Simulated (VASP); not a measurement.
# ZnCd3Se3S (R3m) in VASP: phonons with PBE

Aim: the phonons of ZnCd3Se3S with PBE.

All numbers are computed with VASP 6.6.1; they aren't measurements. Logs are shortened: lines on timing, memory, paths and dates and some standing lists are left out, and cuts for length are marked.

## 1. The structure

Symmetry: R3m, No. 160, trigonal system. The conventional cell has a = 8.525 Å, b = 8.525 Å, c = 10.390 Å, α = 90.00°, β = 90.00°, γ = 120.00°. Zn (site symmetry 3m) is surrounded by 1 S at 2.39 Å and 3 Se at 2.51 Å. Around Cd (site symmetry m) lie 1 S at 2.59 Å and 3 Se at 2.67 to 2.68 Å. Around Se (site symmetry m) lie 1 Zn at 2.51 Å and 3 Cd at 2.67 to 2.68 Å. S (site symmetry 3m) has 1 Zn at 2.39 Å and 3 Cd at 2.59 Å as nearest neighbours.

The cell was built by a generator and needn't be a form met in nature.

## 2. Phonons, PBE

Input file POSCAR:

```
ZnCd3Se3S
1.0
    4.2626510000      2.4610430000      3.4633300000
   -4.2626510000      2.4610430000      3.4633300000
    0.0000000000     -4.9220850000      3.4633300000
Zn Cd Se S
1 3 3 1
Direct
    0.9918050000      0.9918050000      0.9918050000
    0.5064320000      0.9962020000      0.5064320000
    0.9962020000      0.5064320000      0.5064320000
    0.5064320000      0.5064320000      0.9962020000
    0.2372310000      0.7625000000      0.2372310000
    0.7625000000      0.2372310000      0.2372310000
    0.2372310000      0.2372310000      0.7625000000
    0.7616920000      0.7616920000      0.7616920000
```

Input file INCAR.step1:

```
SYSTEM = ZnCd3Se3S
PREC = Accurate
ENCUT = 520
EDIFF = 1E-8
ISMEAR = 0
SIGMA = 0.03
LREAL = .FALSE.
LASPH = .TRUE.
NELM = 100
ALGO = Normal
ISIF = 3
LWAVE = .FALSE.
LCHARG = .FALSE.
GGA = PE
KPAR = 4
IBRION = 2
NSW = 40
EDIFFG = -0.002
```

Input file INCAR.step2:

```
SYSTEM = ZnCd3Se3S
PREC = Accurate
ENCUT = 520
EDIFF = 1E-8
ISMEAR = 0
SIGMA = 0.03
LREAL = .FALSE.
LASPH = .TRUE.
NELM = 100
ALGO = Normal
ISIF = 2
LWAVE = .FALSE.
LCHARG = .FALSE.
GGA = PE
KPAR = 4
IBRION = 6
NFREE = 2
POTIM = 0.015
NSW = 1
```

Input file KPOINTS:

```
regular mesh
0
G
  4 4 4
  0 0 0
```

Potentials or basis: VASP PAW PBE potentials, release 64 (Zn, Cd, Se, S).

Run with:

```
$ cat potpaw_PBE.64/Zn/POTCAR potpaw_PBE.64/Cd/POTCAR potpaw_PBE.64/Se/POTCAR potpaw_PBE.64/S/POTCAR > POTCAR
$ cp INCAR.step1 INCAR
$ mpirun -np 4 vasp_std > vasp.out
$ cp CONTCAR POSCAR
$ cp INCAR.step2 INCAR
$ mpirun -np 4 vasp_std > vasp.out
```

OUTCAR:

```text
SYSTEM = ZnCd3Se3S
   PREC = Accurate
   ENCUT = 520
   EDIFF = 1E-8
   ISMEAR = 0
   LREAL = .FALSE.
   LASPH = .TRUE.
   NELM = 100
   ISIF = 2
   GGA = PE
   IBRION = 6
   NFREE = 2
   POTIM = 0.015
   NSW = 1

 ion  position               nearest neighbor table
   1  0.992  0.992  0.992-   8 2.39   6 2.51   5 2.51   7 2.51
   2  0.506  0.996  0.506-   8 2.59   7 2.67   6 2.67   5 2.68
   3  0.996  0.506  0.506-   8 2.59   7 2.67   5 2.67   6 2.68
   4  0.506  0.506  0.996-   8 2.59   6 2.67   5 2.67   7 2.68
   5  0.237  0.763  0.237-   1 2.51   4 2.67   3 2.67   2 2.68
   6  0.763  0.237  0.237-   1 2.51   4 2.67   2 2.67   3 2.68
   7  0.237  0.237  0.763-   1 2.51   2 2.67   3 2.67   4 2.68
   8  0.762  0.762  0.762-   1 2.39   2 2.59   3 2.59   4 2.59

  LATTYP: Found a trigonal (rhomboedric) cell.
 ALAT       =     6.0189066112
 COS(alpha) =    -0.0032328221

  Lattice vectors:

 A1 = (   4.2628835901,   2.4611772860,   3.4637648099)
 A2 = (  -4.2628835901,   2.4611772860,   3.4637648099)
 A3 = (   0.0000000000,  -4.9223535718,   3.4637648098)

Analysis of symmetry for initial positions (statically):
=====================================================================
 Subroutine PRICEL returns:
 Original cell was already a primitive cell.

 Routine SETGRP: Setting up the symmetry group for a
 trigonal (rhombohedral) supercell.

 Subroutine GETGRP returns: Found  6 space group operations
 (whereof  6 operations were pure point group operations)
 out of a pool of 12 trial point group operations.

The static configuration has the point symmetry C_3v.

Analysis of symmetry for dynamics (positions and initial velocities):
=====================================================================
 Subroutine PRICEL returns:
 Original cell was already a primitive cell.

 Routine SETGRP: Setting up the symmetry group for a
 trigonal (rhombohedral) supercell.

 Subroutine GETGRP returns: Found  6 space group operations
 (whereof  6 operations were pure point group operations)
 out of a pool of 12 trial point group operations.

The dynamic configuration has the point symmetry C_3v.

 Subroutine INISYM returns: Found  6 space group operations
 (whereof  6 operations are pure point group operations),
[... 266 lines left out ...]
  ---------------------------------------------------
  free  energy   TOTEN  =       -23.1084372773 eV

  energy  without entropy=      -23.1084372773  energy(sigma->0) =      -23.10843728

[... ionic steps 4 to 14 ...]

--------------------------------------- Ionic step       15  -------------------------------------------

 number of electron      72.0000001 magnetization

------------------------ aborting loop because EDIFF is reached ----------------------------------------
[... 79 lines left out ...]
--------------------------------------- Ionic step       17  -------------------------------------------

 number of electron      72.0000002 magnetization

 Free energy of the ion-electron system (eV)
  ---------------------------------------------------
  ext. energy  EPLUGINS =         0.00000000
  ---------------------------------------------------
  free energy    TOTEN  =       -23.10826176 eV

  energy without entropy =      -23.10826176  energy(sigma->0) =      -23.10826176

 E-fermi :   0.9772     XC(G=0):  -8.8305

 val. band max:        0.8167801638   @ k =   0.0000   0.0000   0.0000
 cond. band min:       1.5045156711   @ k =   0.0000   0.0000   0.0000
 fundamental gap:      0.6877355073
 Fermi energy:         0.9772386306

 k-point     1 :       0.0000    0.0000    0.0000
  band No.  band energies     occupation
      1     -11.6243      2.00000
      2     -11.0403      2.00000
      3     -11.0403      2.00000
      4     -11.0294      2.00000
      5      -6.9070      2.00000
      6      -6.9070      2.00000
[... 622 lines left out ...]
  FREE ENERGIE OF THE ION-ELECTRON SYSTEM (eV)
  ---------------------------------------------------
  free  energy   TOTEN  =       -23.1082617597 eV

  energy  without entropy=      -23.1082617597  energy(sigma->0) =      -23.10826176

 INTERNAL STRAIN TENSORS FROM DISPLACED ATOMS
 ============================================

 INTERNAL STRAIN TENSOR FOR ION    1 for displacements in x,y,z  (eV/Angst):
          X           Y           Z          XY          YZ          ZX
  --------------------------------------------------------------------------------
  x    -0.00000     0.00000     0.00000    -3.04215     0.00000     2.54417
  y    -3.04215     3.04215    -0.00000     0.00000     2.54417     0.00000
  z     2.55429     2.55429    -5.07865     0.00000    -0.00000     0.00000

 INTERNAL STRAIN TENSOR FOR ION    8 for displacements in x,y,z  (eV/Angst):
          X           Y           Z          XY          YZ          ZX
  --------------------------------------------------------------------------------
  x     0.00000     0.00000     0.00000     3.16055    -0.00000    -2.44310
  y     3.16055    -3.16055     0.00000     0.00000    -2.44310     0.00000
  z    -2.70203    -2.70203     5.27316     0.00000     0.00000     0.00000

 Eigenvectors and eigenvalues of the dynamical matrix
 ----------------------------------------------------

   1 f  =    7.538426 THz    47.365330 2PiTHz  251.454837 cm-1    31.176412 meV
             X         Y         Z           dx          dy          dz
      0.000000  0.000001 10.305716    -0.000000   -0.000000   -0.338405
     -2.087940  1.205474  6.958586    -0.048208    0.027833   -0.023580
      2.087940  1.205474  6.958586     0.048208    0.027833   -0.023580
      0.000000 -2.410945  6.958586     0.000000   -0.055666   -0.023580
     -2.239216  1.292812  4.284928    -0.015704    0.009066   -0.066290
      2.239216  1.292812  4.284928     0.015704    0.009066   -0.066290
      0.000000 -2.585623  4.284928    -0.000000   -0.018133   -0.066290
      0.000000  0.000001  7.915278     0.000000    0.000001    0.927550
[... 243 lines left out ...]
  24 f/i=    0.006797 THz     0.042709 2PiTHz    0.226736 cm-1     0.028112 meV
             X         Y         Z           dx          dy          dz
      0.000000  0.000001 10.305716    -0.309755   -0.000075    0.000000
     -2.087940  1.205474  6.958586    -0.409997    0.000325    0.001227
      2.087940  1.205474  6.958586    -0.409998   -0.000523   -0.001227
      0.000000 -2.410945  6.958586    -0.409263   -0.000099    0.000000
     -2.239216  1.292812  4.284928    -0.342390   -0.000790    0.000687
      2.239216  1.292812  4.284928    -0.342390    0.000624   -0.000687
      0.000000 -2.585623  4.284928    -0.343615   -0.000083    0.000000
      0.000000  0.000001  7.915278    -0.218679   -0.000053    0.000000

 ELASTIC MODULI CONTR FROM IONIC RELAXATION (kBar)
 Direction    XX          YY          ZZ          XY          YZ          ZX
 --------------------------------------------------------------------------------
 XX        -169.4363     62.2741    106.6205      0.0000     78.7518     -0.0000
 YY          62.2741   -169.4363    106.6205     -0.0000    -78.7518      0.0000
 ZZ         106.6205    106.6205   -224.0954     -0.0000     -0.0000      0.0000
 XY           0.0000     -0.0000     -0.0000   -115.8552     -0.0000     78.7518
 YZ          78.7518    -78.7518     -0.0000     -0.0000    -54.6227      0.0000
 ZX          -0.0000      0.0000      0.0000     78.7518      0.0000    -54.6226
 --------------------------------------------------------------------------------
```

OSZICAR.step1:

```text
N       E                     dE             d eps       ncg     rms          rms(c)
DAV:   1     0.559782347122E+03    0.55978E+03   -0.33660E+04  1118   0.160E+03
DAV:   2     0.261830564207E+02   -0.53360E+03   -0.51981E+03  1209   0.388E+02
DAV:   3    -0.234613867195E+02   -0.49644E+02   -0.49222E+02  1288   0.119E+02
[... 47 lines left out ...]
DAV:   3    -0.231089764034E+02    0.69861E-06   -0.16619E-06  1256   0.908E-03    0.438E-03
DAV:   4    -0.231089765515E+02   -0.14816E-06   -0.28282E-07  1257   0.355E-03    0.128E-03
DAV:   5    -0.231089766547E+02   -0.10319E-06   -0.51120E-08  1183   0.158E-03    0.540E-04
DAV:   6    -0.231089766947E+02   -0.40002E-07   -0.92103E-09   631   0.708E-04    0.208E-04
DAV:   7    -0.231089766879E+02    0.68203E-08   -0.17238E-09   622   0.429E-04
   5 F= -.23108977E+02 E0= -.23108977E+02  d E =-.308882E-05
```

Run time: 17 min. Hardware: 4 MPI ranks of Intel Xeon Platinum 8488C (Sapphire Rapids), shared host; peak memory 0.73 GiB.

Results:

| Item | Value |
| --- | --- |
| Highest phonon frequency at Γ, LO-TO splitting left out | 251 cm⁻¹ |

Phonon frequencies in cm⁻¹ (negative: imaginary):
```tsv
q point	frequencies
(0.000, 0.000, 0.000)	0 0 0 45 45 45 55 55 57 148 149 149 162 168 168 174 174 177 180 180 180 243 243 251
```
